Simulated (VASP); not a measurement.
Level of theory: PBEsol GGA, VASP's PBE PAW potentials (set 64) (plane waves; VASP).

VASP ran on this input.

**INCAR**
```
SYSTEM  =  Ti3Pb
PREC  =  Accurate; ENCUT  =  300; LREAL  =  .FALSE.
LASPH  =  .TRUE.
EDIFF  =  1E-6; NELM  =  100; ALGO  =  Normal
LMAXMIX  =  4
ISMEAR  =  0; SIGMA  =  0.136
GGA  =  PS
ISIF  =  2
LWAVE  =  .FALSE.; LCHARG  =  .FALSE.
```

**POSCAR**
```
Ti3Pb
11.9659360
  0.5000000000   0.0000000000   0.0000000000
 -0.2500000000   0.4330127622   0.0000000000
  0.0000000000   0.0000000000   0.4035118523
Ti Pb
6 2
Cart
  0.0000000000   0.1399713754   0.1008779631
  0.2500000000   0.2930413868   0.3026338892
  0.3787812500   0.0699856877   0.3026338892
 -0.1287812500   0.3630270745   0.1008779631
  0.1287812500   0.3630270745   0.1008779631
  0.1212187500   0.0699856877   0.3026338892
 -0.0000002500   0.2886753192   0.3026338892
  0.2500002500   0.1443374431   0.1008779631
```

### KPOINTS
```
Regular mesh
0
G
4 4 5
```

### KPOINTS_OPT
```
k-points along high-symmetry lines
6
Line-mode
Reciprocal
  0.000000   0.000000   0.000000 ! GAMMA
  0.500000   0.000000   0.000000 ! M

  0.500000   0.000000   0.000000 ! M
  0.333333   0.333333   0.000000 ! K

  0.333333   0.333333   0.000000 ! K
  0.000000   0.000000   0.000000 ! GAMMA

  0.000000   0.000000   0.000000 ! GAMMA
  0.000000   0.000000   0.500000 ! A

  0.000000   0.000000   0.500000 ! A
  0.500000   0.000000   0.500000 ! L

  0.500000   0.000000   0.500000 ! L
  0.333333   0.333333   0.500000 ! H

  0.333333   0.333333   0.500000 ! H
  0.000000   0.000000   0.500000 ! A

  0.500000   0.000000   0.500000 ! L
  0.500000   0.000000   0.000000 ! M

  0.333333   0.333333   0.500000 ! H
  0.333333   0.333333   0.000000 ! K
```

POTCAR, in this order: Ti_sv Pb_d (PBE.64 set). Program: vasp_std.

At this cut-off the stress carries a Pulay error, which pulls relaxed volumes low. Unless said otherwise, spin-orbit coupling is left out, though it shifts the bands of the heavy elements here.

Problem. Estimate the energy per atom (σ→0), pressure, band gap (over mesh and band path).

Solution. 
```json
{
  "energy per atom (σ→0)": "-7.351 eV/atom",
  "band gap (over mesh and band path)": "none (metal, semimetal or under 0.01 eV)",
  "pressure": "-5.16 GPa"
}
```

OSZICAR:
```
...
DAV:  12    -0.588526603974E+02    0.14863E-04   -0.10108E-04  2304   0.419E-02    0.128E-02
DAV:  13    -0.588526598462E+02    0.55115E-06   -0.86749E-06  1640   0.162E-02
   1 F= -.58852660E+02 E0= -.58811214E+02  d E =-.828914E-01
       N       E                     dE             ncg
       N       E                     dE             ncg
       N       E                     dE             ncg
       N       E                     dE             ncg
       N       E                     dE             ncg
```

The structure comes from a computed database's Ti3Pb entry (P6_3/mmc); how it stands against other phases isn't given here. The cell was not relaxed at this level. The k-mesh is coarse (spacing up to 0.30 per Å, 2π included), so the numbers may not be converged in it.
